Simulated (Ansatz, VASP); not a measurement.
# ZnSe (Stilleite): VASP beside Ansatz, part 2 of 2

One calculation is typed for both programs; each brings its own data sets. How far apart do they land? The cell is taken from a series of runs on this material, whose earlier steps may have relaxed, scaled, displaced or heated it; both programs get it as it stands.

VASP 6.6.1 and Ansatz 0.2.0.

So far: Starting point; VASP: relaxation of cell and atoms, PBE with D3(BJ), pair 1; Ansatz: relaxation of cell and atoms, PBE with D3(BJ), pair 1; Differences.

### Step 5. VASP: relaxation of cell and atoms, PBE with D3(BJ), pair 2

Level of this step: PBE with D3(BJ); plane waves and PAW (Zn, Se) (VASP).

The relaxed volume is the usual yardstick between codes: in a stiff, nearly cubic crystal its relative difference is about their pressure difference at one cell divided by the bulk modulus.

File INCAR:

```
SYSTEM = ZnSe
PREC = Accurate
ENCUT = 500
EDIFF = 1E-07
NELM = 120
ISMEAR = 0
SIGMA = 0.02
LREAL = .FALSE.
ALGO = Normal
GGA = PE
IVDW = 12
NBANDS = 15
LORBIT = 11
LWAVE = .FALSE.
LCHARG = .FALSE.
ISIF = 3
IBRION = 2
NSW = 80
EDIFFG = -0.005
LASPH = .TRUE.
GGA_COMPAT = .FALSE.
NELMIN = 4
EFERMI = MIDGAP
KPAR = 2
```

File POSCAR:

```
ZnSe
1.0
    0.0000000000      2.8338000000      2.8338000000
    2.8338000000      0.0000000000      2.8338000000
    2.8338000000      2.8338000000      0.0000000000
Zn Se
1 1
Direct
    0.0000000000      0.0000000000      0.0000000000
    0.2500000000      0.2500000000      0.2500000000
```

File KPOINTS:

```
Automatic mesh
0
Gamma
8 8 8
0 0 0
```

PAW data sets: Zn and Se (PBE family, release 64).

Started as:

```sh
$ mpirun -np 2 vasp_std
```

Numbers of over 12 decimals in the logs are rounded to 6 here.

Log:

```text
[... set-up lines as in an earlier step ...]
 entering main loop
       N       E                     dE             d eps       ncg     rms          rms(c)
DAV:   1     0.866424047098E+02    0.86642E+02   -0.87338E+03   870   0.135E+03
DAV:   2    -0.738419594103E+00   -0.87381E+02   -0.82341E+02   961   0.254E+02
DAV:   3    -0.626115538525E+01   -0.55227E+01   -0.54975E+01  1073   0.630E+01
DAV:   4    -0.630801249384E+01   -0.46857E-01   -0.46852E-01  1031   0.631E+00
[...]
DAV:  11    -0.602000187272E+01   -0.77842E-06   -0.32717E-05   983   0.478E-02    0.539E-03
DAV:  12    -0.602000308635E+01   -0.12136E-05   -0.42760E-06  1010   0.133E-02    0.346E-03
DAV:  13    -0.602000314943E+01   -0.63083E-07   -0.56224E-07   996   0.612E-03
   1 F= -.66645468E+01 E0= -.66645468E+01  d E =-.666455E+01
[...]
N       E                     dE             d eps       ncg     rms          rms(c)
DAV:   1    -0.601996408405E+01    0.39002E-04   -0.29192E-02  1073   0.339E+00    0.355E-01
[...]
DAV:   6    -0.601746637267E+01   -0.28901E-07   -0.22755E-06   947   0.181E-02    0.215E-03
DAV:   7    -0.601746613252E+01    0.24015E-06   -0.24863E-07   888   0.957E-03    0.124E-03
DAV:   8    -0.601746618002E+01   -0.47501E-07   -0.66296E-08   463   0.548E-03
   2 F= -.66646218E+01 E0= -.66646218E+01  d E =-.749276E-04
 trial-energy change:   -0.000075  1 .order   -0.000065   -0.000183    0.000053
 step:   0.8142(harm=  0.7762)  dis= 0.00000  next Energy=    -6.664627 (dE=-0.798E-04)
[...]
N       E                     dE             d eps       ncg     rms          rms(c)
DAV:   1    -0.601804328729E+01   -0.57715E-03   -0.10080E-03  1066   0.633E-01    0.658E-02
DAV:   2    -0.601796869247E+01    0.74595E-04   -0.23332E-04  1080   0.407E-01    0.240E-02
DAV:   3    -0.601795913868E+01    0.95538E-05   -0.82729E-06   933   0.262E-02    0.115E-02
DAV:   4    -0.601795655243E+01    0.25862E-05   -0.13844E-06  1073   0.144E-02    0.451E-03
DAV:   5    -0.601795621135E+01    0.34109E-06   -0.31142E-07   947   0.947E-03    0.370E-04
DAV:   6    -0.601795622757E+01   -0.16222E-07   -0.91944E-08   467   0.381E-03
   3 F= -.66646262E+01 E0= -.66646262E+01  d E =-.793427E-04
[...]
reached required accuracy - stopping structural energy minimisation
```

OUTCAR, selected parts (step 5):

```text
 Edisp (eV)   -0.64716

 Edisp (eV)   -0.64667

  Total       0.00383     0.00383     0.00383    -0.00000     0.00000    -0.00000
  in kB       0.13535     0.13535     0.13535    -0.00000     0.00000    -0.00000
  external pressure =        0.14 kB  Pullay stress =        0.00 kB

 POSITION                                       TOTAL-FORCE (eV/Angst)
 -----------------------------------------------------------------------------------
     -0.00000      0.00000      0.00000        -0.000000     -0.000000     -0.000000
      1.41550      1.41550      1.41550         0.000000      0.000000      0.000000
 -----------------------------------------------------------------------------------
    total drift:                               -0.000000     -0.000000     -0.000000

  FREE ENERGIE OF THE ION-ELECTRON SYSTEM (eV)
  ---------------------------------------------------
  free  energy   TOTEN  =        -6.6646261828 eV

  energy  without entropy=       -6.6646261828  energy(sigma->0) =       -6.66462618

[... 2 parts as in an earlier step ...]

[... 2 further parts left out ...]
[key lines of the parts left out:]
E-fermi :   2.2898
```

### Step 6. Ansatz: relaxation of cell and atoms, PBE with D3(BJ), pair 2

The same cell, functional, mesh and smearing now go to Ansatz, which takes its cutoff from its data sets.

The cell is taken from a series of runs on this material, whose earlier steps may have relaxed, scaled, displaced or heated it; both programs get it as it stands.

File input.yaml:

```yaml
crystal:
  lattice:
    - [0.0, 2.8338, 2.8338]
    - [2.8338, 0.0, 2.8338]
    - [2.8338, 2.8338, 0.0]
  atoms:
    - { symbol: Zn, position: [0.0, 0.0, 0.0] }
    - { symbol: Se, position: [0.25, 0.25, 0.25] }
kpoints:
  mp_grid: { grid: [8, 8, 8] }
hamiltonian:
  xc: pbe
  dispersion: d3bj
scf:
  occupations: { method: gaussian, width: 0.02 }
output:
  forces: true
  stress: true
  eigenvalues: true
  write_density: true
  write_potential: true
  elf: true
  volumetric_format: npy
relax:
  adjacent_minimum: "off"
  f_tol: 0.005
  max_steps: 80
  cell: { stress_tol: 0.05 }
```

Started as:

```sh
$ ansatz run input.yaml --threads 4 --pin off --max-ram 8192MiB --backend cpu --events-out ev --progress --plain --runs-dir out
```

Log:

```text
[...]
Crystal: 2 atoms, lattice volume = 45.513 Å³
Basis set: ecut = 420 eV, 893 PW (Γ), exchange–correlation on 54×54×54 points (8 copies of the dense FFT grid, shifted against one another)
Bands: 18, of which v1, the nominal top of the filled ones, is band 14 counted from 1 (13 counted from 0)
Symmetry: 24 space group operations
[...]
k-points: 29 of 512 (time reversal used)
[...]
k-point 28: bands = [... 10 lower, 0.9904, 2.1558, 4.0832, 4.1780, 12.3529, 12.4550, 13.8559, 14.5833]
--- Relaxed structure (3 steps of the walk, 3 accepted, 1 SCFs on fresh bases) ---
[...]
cell:  # Å, volume = 45.2087 Å³
    - [0, 2.827467, 2.827467]
    - [2.827467, 0, 2.827467]
    - [2.827467, 2.827467, 0]
  atoms:
    - { symbol: Zn, position: [0, 0, 0] }
    - { symbol: Se, position: [0.25, 0.25, 0.25] }
[key lines of the parts left out:]
SCF converged after 6 iterations
Free energy (F): -8790.171336 eV
Fermi energy:    7.528580 eV
P = ⅓ Tr σ = 0.0018 GPa (0.018 kbar)
```

### Step 7. Side by side

What differs besides the data sets and the points named for the pairs above, as far as they apply: the data sets hold 28 valence electrons in Ansatz (on its default PAW (the set named soft_2) files) and 18 in VASP. Total energies have different zeros and are not compared.

The two programs side by side:

```
                                         quantity  Ansatz   VASP  difference
                                      volume (Å³)   45.21  45.38     -0.37 %
edge a after relaxation, in the typed setting (Å)   3.999  4.004     -0.12 %
```

### Step 8. Ansatz: zone-centre phonons, PBE with D3(BJ)

Second derivatives magnify differences that forces hide, and they need a tight electronic threshold.

The cell is taken from a series of runs on this material, whose earlier steps may have relaxed, scaled, displaced or heated it; both programs get it as it stands.

File input.yaml:

```yaml
crystal:
  lattice:
    - [0.0, 2.8274666387, 2.8274666387]
    - [2.8274666387, 0.0, 2.8274666387]
    - [2.8274666387, 2.8274666387, 0.0]
  atoms:
    - { symbol: Zn, position: [0.0, 0.0, 0.0] }
    - { symbol: Se, position: [0.25, 0.25, 0.25] }
kpoints:
  mp_grid: { grid: [8, 8, 8] }
hamiltonian:
  xc: pbe
  dispersion: d3bj
scf:
  occupations: { method: fixed }
output:
  eigenvalues: true
phonons:
  method: dfpt
  dielectric: true
  rigid_motions: translations
```

Log:

```text
[...]
Crystal: 2 atoms, lattice volume = 45.209 Å³
Basis set: ecut = 420 eV, 893 PW (Γ), exchange–correlation on 54×54×54 points (8 copies of the dense FFT grid, shifted against one another)
Bands: 18, of which v1, the nominal top of the filled ones, is band 14 counted from 1 (13 counted from 0)
Symmetry: 24 space group operations
k-points: 95 of 512 (irreducible under 4 space group operations, time reversal used)
[...]
optical modes at Γ + LO–TO along q̂ = [1.0000, 0.0000, 0.0000]:
      ω (cm⁻¹)  modes    IR ((D/Å)²/amu)
[...]
optical modes at Γ + LO–TO along q̂ = [0.0000, 1.0000, 0.0000]:
      ω (cm⁻¹)  modes    IR ((D/Å)²/amu)
        208.54      2             5.3819
        247.00      1             2.6909
  optical modes at Γ + LO–TO along q̂ = [0.0000, 0.0000, 1.0000]:
      ω (cm⁻¹)  modes    IR ((D/Å)²/amu)
        208.54      2             5.3819
        247.00      1             2.6909
[key lines of the parts left out:]
SCF converged after 8 iterations
Free energy (F): -8790.171336 eV
Fermi energy:    6.870909 eV
```

### Step 9. VASP: zone-centre phonons, PBE with D3(BJ)

The same cell, functional and mesh now go to VASP, with its own data sets.

File INCAR:

```
SYSTEM = ZnSe
PREC = Accurate
ENCUT = 500
EDIFF = 1E-08
NELM = 120
ISMEAR = 0
SIGMA = 0.01
LREAL = .FALSE.
ALGO = Normal
GGA = PE
IVDW = 12
NBANDS = 15
LORBIT = 11
LWAVE = .FALSE.
LCHARG = .FALSE.
ISIF = 2
IBRION = 6
NFREE = 2
POTIM = 0.015
NSW = 1
LASPH = .TRUE.
GGA_COMPAT = .FALSE.
EFERMI = MIDGAP
KPAR = 2
```

File POSCAR:

```
ZnSe
1.0
    0.0000000000      2.8274666387      2.8274666387
    2.8274666387      0.0000000000      2.8274666387
    2.8274666387      2.8274666387      0.0000000000
Zn Se
1 1
Direct
    0.0000000000      0.0000000000      0.0000000000
    0.2500000000      0.2500000000      0.2500000000
```

KPOINTS is that of step 5.

Started as:

```sh
$ mpirun -np 2 vasp_std
```

Log:

```text
[... set-up lines as in an earlier step ...]
 entering main loop
       N       E                     dE             d eps       ncg     rms          rms(c)
DAV:   1     0.861034787707E+02    0.86103E+02   -0.87837E+03   870   0.135E+03
DAV:   2    -0.675499317204E+00   -0.86779E+02   -0.82632E+02   933   0.255E+02
DAV:   3    -0.625429517850E+01   -0.55788E+01   -0.55532E+01  1094   0.644E+01
DAV:   4    -0.630297874025E+01   -0.48684E-01   -0.48678E-01   989   0.623E+00
[...]
DAV:  13    -0.601511620420E+01   -0.96697E-07   -0.55930E-07   982   0.607E-03    0.944E-04
DAV:  14    -0.601511622580E+01   -0.21598E-07   -0.51491E-08  1176   0.319E-03    0.655E-04
DAV:  15    -0.601511621908E+01    0.67193E-08   -0.81548E-09   715   0.144E-03
   1 F= -.66644825E+01 E0= -.66644825E+01  d E =0.000000E+00
[...]
2 F= -.66638238E+01 E0= -.66638238E+01  d E =0.000000E+00
[...]
3 F= -.66638238E+01 E0= -.66638238E+01  d E =0.000000E+00
[...]
4 F= -.66638275E+01 E0= -.66638275E+01  d E =0.000000E+00
[...]
5 F= -.66638275E+01 E0= -.66638275E+01  d E =0.000000E+00
 Finite differences progress:
  Degree of freedom:   2/  2
  Displacement:        2/  2
  Total:               4/  4
```

OUTCAR, selected parts (step 9):

```text
 Edisp (eV)   -0.64937

 Edisp (eV)   -0.64937

  Total       0.06951     0.07137     0.07137     0.00000     0.09194     0.00000
  in kB       2.46338     2.52930     2.52930     0.00000     3.25841     0.00000
  external pressure =        2.51 kB  Pullay stress =        0.00 kB

 POSITION                                       TOTAL-FORCE (eV/Angst)
 -----------------------------------------------------------------------------------
      0.00000      0.00000      0.00000        -0.087283     -0.000000     -0.000000
      1.39873      1.41373      1.41373         0.087283      0.000000      0.000000
 -----------------------------------------------------------------------------------
    total drift:                               -0.000009     -0.000000     -0.000001

  FREE ENERGIE OF THE ION-ELECTRON SYSTEM (eV)
  ---------------------------------------------------
  free  energy   TOTEN  =        -6.6638275070 eV

  energy  without entropy=       -6.6638275070  energy(sigma->0) =       -6.66382751

[... 1 part as in an earlier step ...]

[... 2 further parts left out ...]
[key lines of the parts left out:]
E-fermi :   2.3382
```

Levels, forces or a CONTCAR printed for this step are those of its last displaced cell, not of the structure at rest.

### Step 10. Differences

What differs besides the data sets and the points named for the pairs above, as far as they apply: the data sets hold 28 valence electrons in Ansatz (on its default PAW (the set named soft_2) files) and 18 in VASP; Ansatz takes the dispersion share of the force constants at frozen C6 weights, VASP differentiates the full forces; VASP uses finite displacements, Ansatz perturbation theory. Total energies have different zeros and are not compared.

Both answers:

```
                  quantity  Ansatz   VASP  difference
optical mode 1 to 3 (cm⁻¹)   208.5  210.5     -0.91 %
```

Modes are paired by rising frequency, not by their patterns, so a pair may set unlike modes beside each other; they are those without the splitting of longitudinal modes.

### Step 11. Summary of results

| Quantity | Value |
| --- | --- |
| difference in volume (relaxation of cell and atoms, PBE with D3(BJ), pair 1) | -0.37 % |
| difference in volume (relaxation of cell and atoms, PBE with D3(BJ), pair 2) | -0.37 % |
| r.m.s. difference of the optical zone-centre modes, each program's sorted by frequency (zone-centre phonons, PBE with D3(BJ)) | 1.9 cm⁻¹ |
| difference in optical mode 1 to 3 (zone-centre phonons, PBE with D3(BJ)) | -0.9 % |

The difference in volume is -0.37 % (relaxation of cell and atoms, PBE with D3(BJ), pair 2), within the 1.2 % picked in this series as the mark of a large difference, as far as the stopping tolerances let one tell. The data sets hold unlike numbers of valence electrons (28 in Ansatz and 18 in VASP), so part of the differences comes from the potentials. Among the rows given in per cent, the largest difference of the zone-centre phonons, PBE with D3(BJ) pair is in optical mode 1 to 3, -0.9 %. How closely two codes agree says nothing of how well the functional describes the real material.

[Lines on the potential files, build, host, timing and source positions are cut from VASP's logs without a mark.]

[Logs are printed without paths, hosts, clocks, repeated set-up lines and the standing remarks that a program may print on its own settings, such as how far it seeks lower states.]

[Hosts, paths, dates, database ids (printed as entryN), source tags and the programs' standing remarks are cut or masked in the printed files.]
